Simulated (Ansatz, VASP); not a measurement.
# InF: VASP beside Ansatz

Wanted: the spread between two codes on one cell, functional and k mesh. The cell is generated by rule, not measured, and may not be a known phase. Of the first pair: The cell is taken from a series of runs on this material, whose earlier steps may have relaxed, scaled, displaced or heated it; both programs get it as it stands.

Program: Ansatz 0.2.0. Level of theory: plane waves, with VASP 6.6.1 beside it; LDA. Results are calculated unless marked as measured.

### Step 1. The starting structure

Symmetry: P6_3/mmc, No. 194, hexagonal system. The conventional cell has a = 3.177 Å, b = 3.177 Å, c = 7.537 Å, α = 90.00°, β = 90.00°, γ = 120.00°. Nearest to In lie 6 F at 2.63 Å. Nearest to F lie 6 In at 2.63 Å. Farther neighbours and most contacts between anions are not listed.

As a file:

```cif
data_structure
_symmetry_space_group_name_H-M 'P 1'
_symmetry_Int_Tables_number 1
_cell_length_a 3.1771
_cell_length_b 3.1771
_cell_length_c 7.5367
_cell_angle_alpha 90.000
_cell_angle_beta 90.000
_cell_angle_gamma 120.000
_cell_volume 65.88
loop_
_atom_site_label
_atom_site_type_symbol
_atom_site_fract_x
_atom_site_fract_y
_atom_site_fract_z
_atom_site_occupancy
In1 In 0.00000 0.00000 0.00000 1
In2 In 0.00000 0.00000 0.50000 1
F3 F 0.33333 0.66667 0.25000 1
F4 F 0.66667 0.33333 0.75000 1
```

### Step 2. Ansatz: relaxation of cell and atoms, LDA, pair 1

Ansatz runs on its default PAW (the set named soft_2) files.

The relaxed volume is the usual yardstick between codes: in a stiff, nearly cubic crystal its relative difference is about their pressure difference at one cell divided by the bulk modulus.

input.yaml reads:

```yaml
crystal:
  lattice:
    - [3.1770540376, 0.0, 0.0]
    - [-1.5885270188, 2.7514095057, 0.0]
    - [0.0, 0.0, 7.5366905045]
  atoms:
    - { symbol: In, position: [0.0, 0.0, 0.0] }
    - { symbol: In, position: [0.0, 0.0, 0.5] }
    - { symbol: F, position: [0.3333333333, 0.6666666667, 0.25] }
    - { symbol: F, position: [0.6666666667, 0.3333333333, 0.75] }
kpoints:
  mp_grid: { grid: [15, 15, 6] }
hamiltonian:
  xc: lda
scf:
  occupations: { method: methfessel_paxton, width: 0.2 }
output:
  forces: true
  stress: true
  eigenvalues: true
  write_density: true
  write_potential: true
  elf: true
  volumetric_format: npy
relax:
  adjacent_minimum: "off"
  f_tol: 0.001
  max_steps: 60
  cell: { stress_tol: 0.01 }
```

On the command line:

```console
$ ansatz run input.yaml --threads 4 --pin off --max-ram 7168MiB --backend cpu --events-out ev --progress --plain --runs-dir out
```

Numbers of over 12 decimals in the logs are rounded to 6 here.

Output:

```text
Engine: ansatz 0.2.0, aarch64-unknown-linux-gnu
Pseudopotentials: kind: paw
Pseudopotential: In, paw, valence charge 13, recommended cutoff 420 eV (normal), In.paw.azcp
Pseudopotential: F, paw, valence charge 7, recommended cutoff 420 eV (normal), F.paw.azcp
Functional definition: SPW92
  exchange = slater_x
  correlation = pw_c
Crystal: 4 atoms, lattice volume = 65.881 Å³
Basis set: ecut = 420 eV, 1321 PW (Γ)
Bands: 24, of which v1, the nominal top of the filled ones, is band 20 counted from 1 (19 counted from 0)
Symmetry: 24 space group operations
Space group: P63/mmc (ITA 194), of the structure as read, at distance tolerance 4.0e-5 Å
k-points: 108 of 1350
Non-local potential: In, projectors of the file, l = 0: 2, l = 1: 2, l = 2: 2, l = 3: 2
Non-local potential: F, projectors of the file, l = 0: 2, l = 1: 2, l = 2: 1
PAW form: soft (Blöchl's): semilocal exchange-correlation on the pseudo side does not see the compensation charge
PAW frozen core: In, regenerated for the run's functional, and the local potential with it (the file was generated under x = pbe(κ = 0.804, μ = 0.219515), c = pbe(β = 0.066725))
PAW frozen core: F, regenerated for the run's functional, and the local potential with it (the file was generated under x = pbe(κ = 0.804, μ = 0.219515), c = pbe(β = 0.066725))
PAW one-centre angular grid: In, 590 points (default); XC on 64 Gauss nodes
PAW one-centre angular grid: F, 110 points (default); XC on 64 Gauss nodes
Initial density: superposition of atomic densities (neutral atoms: chi_scale 0, normalization atom), corrected by the library's trained network
Initial wavefunctions: pseudopotential atomic-orbital guess
Functional: x = slater, c = lda
SCF iter   1: F=—  HF=-12502.161439 eV  |F-HF|=—  |Δ(HF+E_count)|=         —  Δρ=2.22e-2  dr2=2.48e-1  ethr=1.77e-3  ⟨swp⟩=5.2  Hψ=10723  notcnv=0
preconditioner: auto → LDOS  [metal: Δε(μ)=0.065 eV  Ē_g=15.132 eV  σ=0.200 eV  W_gap=0.27  n_scr=24 (ndim 8)  ℏωp=28.9 eV  f_vac=0.013  D(μ)=0.35/eV (n_scr^D=2)  β→1.0]
SCF iter   2: F=—  HF=-12502.201493 eV  |F-HF|=—  |Δ(HF+E_count)|=   4.01e-2  S|Δr|=    0.00e0  Δρ=3.04e-2  dr2=3.73e-1  ethr=6.20e-4  ⟨swp⟩=2.0  Hψ=6045  notcnv=0
preconditioner: auto → Kerker (q_TF=auto, 2.511 Å⁻¹)  [metal: Δε(μ)=0.102 eV  Ē_g=15.463 eV  σ=0.200 eV  W_gap=0.39  n_scr=24 (ndim 8)  ℏωp=28.9 eV  f_vac=0.007  D(μ)=0.27/eV (n_scr^D=2)  β→0.5]
SCF iter   3: F=—  HF=-12502.101602 eV  |F-HF|=—  |Δ(HF+E_count)|=   9.99e-2  S|Δr|=    0.00e0  Δρ=6.32e-3  dr2=1.31e-2  ethr=6.20e-4  ⟨swp⟩=2.0  Hψ=4999  notcnv=0
SCF iter   4: F=—  HF=-12502.097770 eV  |F-HF|=—  |Δ(HF+E_count)|=   3.83e-3  S|Δr|=    0.00e0  Δρ=4.80e-4  dr2=2.39e-4  ethr=3.28e-5  ⟨swp⟩=2.0  Hψ=5347  notcnv=0
SCF iter   5: F=—  HF=-12502.097705 eV  |F-HF|=—  |Δ(HF+E_count)|=   6.50e-5  S|Δr|=    0.00e0  Δρ=1.40e-4  dr2=1.60e-5  ethr=5.96e-7  ⟨swp⟩=2.0  Hψ=3211  notcnv=0
SCF iter   6: F=—  HF=-12502.097694 eV  |F-HF|=—  |Δ(HF+E_count)|=   1.12e-5  S|Δr|=    0.00e0  Δρ=4.23e-5  dr2=2.42e-6  ethr=4.00e-8  ⟨swp⟩=2.5  Hψ=4821  notcnv=0
SCF iter   7: F=—  HF=-12502.097693 eV  |F-HF|=—  |Δ(HF+E_count)|=   8.71e-7  S|Δr|=    0.00e0  Δρ=1.67e-5  dr2=2.64e-7  ethr=6.05e-9  ⟨swp⟩=2.1  Hψ=4521  notcnv=0
SCF iter   8: F=-12502.097693 eV  HF=-12502.097693 eV  |F-HF|=9.69e-9  |Δ(HF+E_count)|=   4.72e-8  S|Δr|=    0.00e0  Δρ=4.54e-6  dr2=1.88e-8  ethr=2.50e-10  ⟨swp⟩=8.3  Hψ=16477  notcnv=0
SCF 1 converged in 8 iterations: F = -12502.097693 eV  dr2 = 1.88e-8
  greatest PAW one-centre occupation: 0.985 electrons in one spin orbital (limit 2), on the In atom at site 1 (counted from 0), in its partial waves of l = 2
relax step   1: F+E_penalty+E_count = -12502.09769261 eV  Δ(F+E_penalty+E_count) = +0.000e0 eV  max|allowed force component| = 9.252e-18 eV/Å  Δτ_max = 0.0000 Å  P = +0.005 GPa  Ω = 65.881 Å³  (8 SCF iters, dr2 threshold 1.00e-7 eV, accepted)
[...]
relax step   2: F+E_penalty+E_count = -12502.09764064 eV  Δ(F+E_penalty+E_count) = +5.197e-5 eV  max|allowed force component| = 4.626e-17 eV/Å  Δτ_max = 0.0000 Å  P = +0.003 GPa  Ω = 65.896 Å³  energy of the carried Pulay correction = -5.329e-5 eV  (6 SCF iters, dr2 threshold 3.17e-10 eV, accepted)
[...]
relax step   3: F+E_penalty+E_count = -12502.09767535 eV  Δ(F+E_penalty+E_count) = -3.471e-5 eV  max|allowed force component| = 3.701e-17 eV/Å  Δτ_max = 0.0000 Å  P = +0.004 GPa  Ω = 65.896 Å³  stress off target by 5.31e-3 GPa  SCF on the basis re-selected at this cell (its energy is not comparable with the rows above)  (6 SCF iters)
basis re-selected at this cell: Δ(F+E_penalty+E_count) = -3.471e-5 eV, ΔP = +0.001 GPa vs the last step (what re-selecting the basis moved, of the pressure what is left beyond the Pulay correction that the steps carried, after the strain that the cell walked since its last selection, with what the two solves' SCF thresholds leave and, on support functions, any second-order correction that the steps lacked; it is no m [...]
SCF converged after 6 iterations
Stability not checked: this state was not tested for a lower state beside it, because cold or Methfessel-Paxton smearing, or corrected tetrahedra, fill the levels in a way that the test cannot read (fill_not_monotonic; see scf.lower_state_search)
Free energy (F): -12502.097675 eV
Harris-Foulkes:  -12502.097675 eV  (|F-HF|=7.28e-12)
Internal energy: -12502.097871 eV  (E = F + TS)
E sigma→0 (E₀):  -12502.097724 eV
Entropy (-TS):   0.000195 eV (0.049 meV/atom)
Fermi energy:    8.863653 eV
--- Per-component energies (eV) ---
  E_band       = -92.028407
  E_kinetic    = 892.377998
  E_local      = -3065.363334  (includes V_loc(G=0)·N_el)
  E_nonlocal   = 890.750690
  E_hartree    = 1161.909863
  E_xc         = -584.735463
  E_vxc        = -405.725515  (∫ρ·V_xc dr)
  E_paw        = -8397.858782  (= ΣΔE_a)
  E_vpaw       = -727.892054  (= ΣTr[D̂ρ^β])
  E_aug_tail   = 0.004097  (compensation charges beyond the density's cutoff)
  E_ewald      = -3399.978514
  E_core_change = 0.795576  (= ΣΔE_core)
  E_smearing   = 0.000195  (= −TS)
  E_closure    = -0.000000  (closes the sum)
  Σ components = -12502.097675   (vs F -12502.097675, Δ=0.00e0)
--- Forces (eV/Å), atoms counted from 1 ---
  atom   1  In    -0.00000000    -0.00000000     0.00000000
  atom   2  In     0.00000000    -0.00000000     0.00000000
  atom   3  F     -0.00000000    -0.00000000     0.00000000
  atom   4  F      0.00000000     0.00000000     0.00000000
  max |Σ_I F_I| component: 9.25e-18 eV/Å
--- Stress (GPa, compression-positive) ---
        0.005310       0.000000       0.000000
        0.000000       0.005310       0.000000
        0.000000       0.000000       0.002615
  P = ⅓ Tr σ = 0.0044 GPa (0.044 kbar)
--- Band table (eV; the first three rows and the last of 108) ---
  k-point 0: bands = [... 16 lower, 4.7332, 4.8391, 4.8391, 7.2733, 9.6422, 14.8483, 17.3978, 20.0009]
  k-point 1: bands = [... 16 lower, 4.7405, 4.8328, 4.8328, 6.8937, 10.0598, 14.2398, 18.0798, 20.0517]
  k-point 2: bands = [... 16 lower, 4.7601, 4.8133, 4.8133, 6.1220, 10.9490, 13.1402, 19.3845, 20.1992]
  k-point 107: bands = [... 16 lower, 4.0940, 4.0940, 8.8092, 8.8092, 9.9718, 9.9718, 11.3754, 11.3754]
--- Relaxed structure (2 steps of the walk, 2 accepted, 1 SCFs on fresh bases) ---
  F+E_penalty+E_count = -12502.09767535 eV   max|allowed force component| = 3.701e-17 eV/Å   (the final SCF, on the basis selected at the relaxed cell)
  cell:  # Å, volume = 65.8964 Å³
    - [3.177682, 0.0, 0.0]
    - [-1.588841, 2.751953, 0.0]
    - [0.0, 0.0, 7.535464]
  atoms:
    - { symbol: In, position: [0, 0, 0.0] }
    - { symbol: In, position: [0, 0, 0.5] }
    - { symbol: F, position: [0.333333, 0.666667, 0.25] }
    - { symbol: F, position: [0.666667, 0.333333, 0.75] }
```

### Step 3. VASP: relaxation of cell and atoms, LDA, pair 1

The same cell, functional (in two slightly different forms), mesh and smearing now go to VASP, with its own data sets.

Lines of VASP's logs that name or quote its potential files are left out, and so is its time.

INCAR reads:

```
SYSTEM = InF
PREC = Accurate
ENCUT = 600
EDIFF = 1E-07
NELM = 120
ISMEAR = 1
SIGMA = 0.2
LREAL = .FALSE.
ALGO = Normal
GGA = PW92
NBANDS = 26
LORBIT = 11
LWAVE = .FALSE.
LCHARG = .FALSE.
ISIF = 3
IBRION = 2
NSW = 80
EDIFFG = -0.005
LASPH = .TRUE.
GGA_COMPAT = .FALSE.
NELMIN = 4
KPAR = 2
```

POSCAR reads:

```
InF
1.0
    3.1770540000      0.0000000000      0.0000000000
   -1.5885270000      2.7514100000      0.0000000000
    0.0000000000      0.0000000000      7.5366910000
In F
2 2
Direct
    0.0000000000      0.0000000000      0.0000000000
    0.0000000000      0.0000000000      0.5000000000
    0.3333333333      0.6666666667      0.2500000000
    0.6666666667      0.3333333333      0.7500000000
```

KPOINTS reads:

```
Automatic mesh
0
Gamma
15 15 6
0 0 0
```

Potentials, in the order of the species: In_d and F (LDA family, release 64).

On the command line:

```console
$ mpirun -np 2 vasp_std
```

Output:

```text
[banner, memory and clock lines left out]
running    2 mpi-ranks, on    1 nodes
 distrk:  each k-point on    1 cores,    2 groups
 distr:  one band on    1 cores,    1 groups

 POSCAR found type information on POSCAR InF
 POSCAR found :  2 types and       4 ions
|                                                                             |
|               ----> ADVICE to this user running VASP <----                  |
|                                                                             |
|     You enforced a specific xc type in the INCAR file but a different       |
|     [... a line on the potential file left out ...]
|     I HOPE YOU KNOW WHAT YOU ARE DOING!                                     |
|                                                                             |

 LDA part: xc-table for (Slater(with rela. corr.)+PW92), standard interpolation
 POSCAR, INCAR and KPOINTS ok, starting setup
 FFT: planning ... GRIDC
 FFT: planning ... GRID_SOFT
 FFT: planning ... GRID
 WAVECAR not read
 entering main loop
       N       E                     dE             d eps       ncg     rms          rms(c)
DAV:   1     0.469317549235E+03    0.46932E+03   -0.21815E+04  5666   0.234E+03
DAV:   2     0.454915216363E+02   -0.42383E+03   -0.40848E+03  6020   0.529E+02
DAV:   3    -0.159364768281E+02   -0.61428E+02   -0.60286E+02  6358   0.204E+02
DAV:   4    -0.187128325656E+02   -0.27764E+01   -0.27594E+01  7090   0.444E+01
DAV:   5    -0.187998776958E+02   -0.87045E-01   -0.87018E-01  7532   0.730E+00    0.802E+00
DAV:   6    -0.170919640028E+02    0.17079E+01   -0.73242E+00  7656   0.251E+01    0.624E+00
DAV:   7    -0.170516882306E+02    0.40276E-01   -0.67666E-01  5824   0.493E+00    0.176E+00
DAV:   8    -0.170182730248E+02    0.33415E-01   -0.74693E-02  6320   0.185E+00    0.748E-01
DAV:   9    -0.170033495306E+02    0.14923E-01   -0.18374E-02  8500   0.142E+00    0.195E-01
DAV:  10    -0.170031727451E+02    0.17679E-03   -0.43476E-03  7418   0.536E-01    0.156E-01
DAV:  11    -0.170032112789E+02   -0.38534E-04   -0.26410E-04  6976   0.130E-01    0.746E-02
DAV:  12    -0.170032049169E+02    0.63619E-05   -0.10037E-04  7882   0.759E-02    0.255E-02
DAV:  13    -0.170032032351E+02    0.16819E-05   -0.19608E-05  7742   0.308E-02    0.104E-02
DAV:  14    -0.170032029431E+02    0.29192E-06   -0.12264E-06  7818   0.906E-03    0.547E-03
DAV:  15    -0.170032029521E+02   -0.90040E-08   -0.11935E-07  3962   0.302E-03
   1 F= -.17003203E+02 E0= -.17003255E+02  d E =-.170032E+02
[...]
2 F= -.17003367E+02 E0= -.17003409E+02  d E =-.163621E-03
[...]
3 F= -.17003526E+02 E0= -.17003547E+02  d E =-.322929E-03
[...]
4 F= -.17003538E+02 E0= -.17003551E+02  d E =-.334802E-03
[...]
5 F= -.17003647E+02 E0= -.17003650E+02  d E =-.109226E-03
[...]
6 F= -.17003669E+02 E0= -.17003656E+02  d E =-.131459E-03
 curvature:  -1.20 expect dE=-0.231E-04 dE for cont linesearch -0.722E-05
 ZBRENT: interpolating
 opt :   1.4516  next Energy=   -17.003677 (dE=-0.140E-03)
 bond charge predicted
       N       E                     dE             d eps       ncg     rms          rms(c)
DAV:   1    -0.170038100911E+02   -0.14086E-03   -0.67820E-03  5928   0.679E-01    0.710E-02
DAV:   2    -0.170037287356E+02    0.81356E-04   -0.21671E-04  7420   0.193E-01    0.442E-02
DAV:   3    -0.170036825257E+02    0.46210E-04   -0.33564E-05  8050   0.811E-02    0.117E-02
DAV:   4    -0.170036795565E+02    0.29692E-05   -0.12591E-05  8166   0.318E-02    0.806E-03
DAV:   5    -0.170036796299E+02   -0.73385E-07   -0.82394E-07  5834   0.768E-03
   7 F= -.17003680E+02 E0= -.17003671E+02  d E =-.141876E-03
 curvature:  -1.38 expect dE=-0.104E-04 dE for cont linesearch -0.179E-07
 trial: gam= 0.18028 g(F)=  0.198E-44 g(S)=  0.758E-05 ort =-0.225E-05 (trialstep = 0.877E+00)
 search vector abs. value=  0.194E-04
 reached required accuracy - stopping structural energy minimisation
```

From OUTCAR (step 3):

```text
ion  position               nearest neighbor table
   1  0.000  0.000  0.000-   3 2.63   4 2.63   4 2.63   3 2.63   4 2.63   3 2.63   2 3.77   2 3.77

  LATTYP: Found a hexagonal cell.
 ALAT       =     3.1770540000
 C/A-ratio  =     2.3722262826

 Subroutine GETGRP returns: Found 24 space group operations
 (whereof 12 operations were pure point group operations)

The static configuration has the point symmetry D_3d.
 The point group associated with its full space group is D_6h.

 Found    108 irreducible k-points:

   k-points           NKPTS =    108   k-points in BZ     NKDIM =    108   number of bands    NBANDS=     26

   dimension x,y,z NGX =    28 NGY =   28 NGZ =   60
   dimension x,y,z NGXF=    56 NGYF=   56 NGZF=  120

   ENCUT  =  600.0 eV  44.10 Ry    6.64 a.u.   6.35  6.35 15.05*2*pi/ulx,y,z

   NELECT =      40.0000    total number of electrons

 k-points in reciprocal lattice and weights: Automatic mesh
   0.00000000  0.00000000  0.00000000       0.001
   0.06666667  0.00000000  0.00000000       0.004
   0.13333333  0.00000000  0.00000000       0.004
   0.20000000  0.00000000  0.00000000       0.004
   0.26666667  0.00000000  0.00000000       0.004
   0.33333333  0.00000000  0.00000000       0.004
   0.40000000  0.00000000  0.00000000       0.004
   0.46666667  0.00000000  0.00000000       0.004
   0.06666667  0.06666667  0.00000000       0.004
[...]
0.33333333  0.26666667  0.50000000       0.009
   0.33333333  0.33333333  0.50000000       0.001

 average (electrostatic) potential at core
       1 -94.3451       2 -94.3451       3 -73.1829       4 -73.1829

 E-fermi :   6.0842

 k-point     1 :       0.0000    0.0000    0.0000
  band No.  band energies     occupation
    ...
     16       1.9362      2.00000
     17       1.9362      2.00000
     18       2.0415      2.00000
     19       2.0415      2.00000
     20       4.4475      2.00000
     21       6.8334     -0.00000
     22      11.9901      0.00000
     23      14.5742      0.00000
     24      17.3734      0.00000
     25      17.3734      0.00000
    ...

 k-point     2 :       0.0667    0.0000    0.0000
  band No.  band energies     occupation
    ...
     16       1.9097      2.00000
     17       1.9217      2.00000
     18       1.9767      2.00000
     19       2.0293      2.00000
     20       4.4424      2.00000
     21       7.0243     -0.00000
     22      12.0024      0.00000
     23      14.6090      0.00000
     24      16.6379      0.00000
     25      17.1604      0.00000
    ...

 k-point     3 :       0.1333    0.0000    0.0000
  band No.  band energies     occupation
    ...
     16       1.5955      2.00000
     17       1.8786      2.00000
     18       1.9965      2.00000
     19       2.0830      2.00000
     20       4.4305      2.00000
     21       7.5365     -0.00000
     22      12.0202      0.00000
     23      14.2797      0.00000
     24      15.5068      0.00000
     25      15.5155      0.00000
    ...

  Total       -0.0134795     -0.0134795     -0.0162923      0.0000000      0.0000000      0.0000000
  in kB       -0.3300963     -0.3300964     -0.3989791      0.0000000      0.0000000      0.0000000
  external PRESSURE =      -0.3530573 kB  Pullay stress =       0.0000000 kB

  energy-cutoff  :      600.00
  volume of cell :       65.42
      direct lattice vectors                 reciprocal lattice vectors
     3.161134866  0.000000000 -0.000000000     0.316342087  0.182640154 -0.000000000
    -1.580567433  2.737623618 -0.000000000    -0.000000000  0.365280309 -0.000000000
     0.000000000  0.000000000  7.560074609    -0.000000000  0.000000000  0.132273827

 POSITION                                       TOTAL-FORCE (eV/Angst)
 -----------------------------------------------------------------------------------
      0.00000      0.00000     -0.00000         0.000000     -0.000000      0.000000
      0.00000      0.00000      3.78004         0.000000     -0.000000      0.000000
     -0.00000      1.82508      1.89002        -0.000000     -0.000000     -0.000000
      1.58057      0.91254      5.67006         0.000000      0.000000      0.000000
 -----------------------------------------------------------------------------------
    total drift:                                0.000000     -0.000000      0.000000

  FREE ENERGIE OF THE ION-ELECTRON SYSTEM (eV)
  ---------------------------------------------------
  free  energy   TOTEN  =       -17.0036796299 eV

  energy  without entropy=      -17.0036549437  energy(sigma->0) =      -17.00367140

 reached required accuracy - stopping structural energy minimisation

 total charge
# of ion       s       p       d       tot
------------------------------------------
    1        1.072   0.324   9.875  11.271
    2        1.072   0.324   9.875  11.271
    3        1.739   4.273   0.000   6.012
    4        1.739   4.273   0.000   6.012
--------------------------------------------------
tot          5.622   9.194  19.750  34.566

[... 3 further parts left out ...]
```

CONTCAR:

```
InF
   1.00000000000000
     3.1611348659424641    0.0000000000000000   -0.0000000000000000
    -1.5805674329712320    2.7376236175852178   -0.0000000000000000
     0.0000000000000000    0.0000000000000000    7.5600746087506954
  In              F
     2     2
Direct
     0.0000000000000000    0.0000000000000000    0.0000000000000000
     0.0000000000000000    0.0000000000000000    0.5000000000000000
     0.3333333332999970    0.6666666667000030    0.2500000000000000
     0.6666666667000030    0.3333333332999970    0.7500000000000000
```

### Step 4. Differences

Known differences besides the potentials themselves: the cutoff is 420 eV in Ansatz and 600 eV in VASP; VASP's log shows a relativistic correction to its local exchange, Ansatz's none; Ansatz adds a Pulay correction to the stress that steers its cell, VASP none. Total energies have different zeros and are not compared.

Compared:

| quantity | Ansatz | VASP | difference |
| --- | --- | --- | --- |
| volume (Å³) | 65.90 | 65.42 | +0.72 % |
| edge a after relaxation, in the typed setting (Å) | 3.178 | 3.161 | +0.53 % |
| edge c after relaxation, in the typed setting (Å) | 7.535 | 7.560 | -0.33 % |

[end of part 1 of 2]

[Lines on the potential files, build, host, timing and source positions are cut from VASP's logs without a mark.]

[Logs are printed without paths, hosts, clocks, repeated set-up lines and the standing remarks that a program may print on its own settings, such as how far it seeks lower states.]

[Hosts, paths, dates, database ids (printed as entryN), source tags and the programs' standing remarks are cut or masked in the printed files.]
